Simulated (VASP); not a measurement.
Consider the following.

```xyz
1
Lattice="0.0000 1.9967 1.9967 1.9967 0.0000 1.9967 1.9967 1.9967 0.0000" Properties=species:S:1:pos:R:3 pbc="T T T"
S      0.0000     0.0000     0.0000
```

Calculation: r2SCAN meta-GGA, VASP's PBE PAW potentials (set 64) (plane waves; VASP). Numerical set-up: 400 eV cut-off, 18×18×18 Γ-centred mesh, tetrahedra with Blöchl corrections, potentials S.

Task: What does the run give for the energy per atom (σ→0), band gap (over mesh and band path) with the smallest direct gap where there is one?

Result: 
| Quantity | Value |
|---|---|
| band gap (over mesh and band path) | none (metal, semimetal or under 0.01 eV) |
| energy per atom (σ→0) | -6.560 eV/atom |

The absolute energy has meaning only against runs of the same code, potentials and settings.

The structure was generated: S was put into the fcc type (Fm-3m), which need not be its known phase. It was relaxed first.
